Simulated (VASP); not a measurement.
All values below come from PBEsol GGA, VASP's PBE PAW potentials (set 64) (plane waves; VASP 6.6.1).

A VASP calculation is set up with these files.

File KPOINTS:
```
Automatic mesh
0
gamma
11 11 11
```

### POSCAR
```
Ni
1
   -1.3969130000     1.3969130000     1.3969130000
    1.3969130000    -1.3969130000     1.3969130000
    1.3969130000     1.3969130000    -1.3969130000
Ni
1
Direct
  0.0000000000   0.0000000000   0.0000000000
```

**INCAR**
```
SYSTEM = Ni
PREC = Accurate
ENCUT = 300
EDIFF = 1E-6
NELM = 100
ALGO = Normal
LREAL = .FALSE.
LASPH = .TRUE.
ISMEAR = -1
SIGMA = 0.1
GGA = PS
LMAXMIX = 4
LWAVE = .FALSE.
LCHARG = .FALSE.
ISIF = 2
ISPIN = 2
MAGMOM = 2.0
LORBIT = 11
```

POTCAR, in this order: Ni (PBE.64 set). Program: vasp_std.

The run wrote:

### OSZICAR
```
       N       E                     dE             d eps       ncg     rms          rms(c)
DAV:   1     0.151439010607E+02    0.15144E+02   -0.35331E+03  2450   0.891E+02
DAV:   2    -0.666061928065E+01   -0.21805E+02   -0.20323E+02  2296   0.127E+02
DAV:   3    -0.698987383726E+01   -0.32925E+00   -0.32810E+00  2524   0.186E+01
DAV:   4    -0.699192550843E+01   -0.20517E-02   -0.20514E-02  2410   0.135E+00
DAV:   5    -0.699196084575E+01   -0.35337E-04   -0.35337E-04  2478   0.167E-01    0.114E+01
DAV:   6    -0.641927194862E+01    0.57269E+00   -0.15365E+01  2440   0.591E+01    0.602E+00
DAV:   7    -0.608113945675E+01    0.33813E+00   -0.28428E+00  2460   0.226E+01    0.188E+00
DAV:   8    -0.606572829675E+01    0.15411E-01   -0.28973E-02  2718   0.156E+00    0.960E-01
DAV:   9    -0.606291290837E+01    0.28154E-02   -0.12258E-03  3278   0.279E-01    0.329E-01
DAV:  10    -0.606196087179E+01    0.95204E-03   -0.98783E-04  3076   0.249E-01    0.595E-02
DAV:  11    -0.606198534225E+01   -0.24470E-04   -0.22309E-05  2734   0.493E-02    0.238E-02
DAV:  12    -0.606198631363E+01   -0.97137E-06   -0.10536E-05  1844   0.382E-02    0.103E-02
DAV:  13    -0.606198655953E+01   -0.24590E-06   -0.14464E-06  1214   0.179E-02
   1 F= -.60619866E+01 E0= -.60320529E+01  d E =-.598674E-01  mag=     0.5699
```

OUTCAR:
```
------------------------ aborting loop because EDIFF is reached ----------------------------------------
  FORCE on cell =-STRESS in cart. coord.  units (eV):
  Direction    XX          YY          ZZ          XY          YZ          ZX
  --------------------------------------------------------------------------------------
  Total       -0.5526555     -0.5526555     -0.5526555      0.0000000      0.0000000     -0.0000000
  in kB      -81.2076680    -81.2076680    -81.2076680      0.0000000      0.0000000     -0.0000000
  external PRESSURE =     -81.2076680 kB  Pullay stress =       0.0000000 kB
  volume of cell :       10.90
      direct lattice vectors                 reciprocal lattice vectors
    -1.396913000  1.396913000  1.396913000     0.000000000  0.357932097  0.357932097
     1.396913000 -1.396913000  1.396913000     0.357932097  0.000000000  0.357932097
     1.396913000  1.396913000 -1.396913000     0.357932097  0.357932097  0.000000000
 POSITION                                       TOTAL-FORCE (eV/Angst)
 -----------------------------------------------------------------------------------
      0.00000      0.00000      0.00000         0.000000      0.000000     -0.000000
 -----------------------------------------------------------------------------------
    total drift:                               -0.000000     -0.000000      0.000000
  FREE ENERGIE OF THE ION-ELECTRON SYSTEM (eV)
  ---------------------------------------------------
  free  energy   TOTEN  =        -6.0619865595 eV

  energy  without entropy=       -6.0021191551  energy(sigma->0) =       -6.03205286

 total charge

# of ion       s       p       d       tot
------------------------------------------
    1        0.495   0.496   8.310   9.301

 magnetization (x)

# of ion       s       p       d       tot
------------------------------------------
    1       -0.003  -0.015   0.594   0.576
```
(Selected blocks of OUTCAR.)

At this cut-off the stress carries a Pulay error, which pulls relaxed volumes low.

The structure was generated: Ni was put into an ordered model structure, which need not be its known phase. The cell was not relaxed at this level.
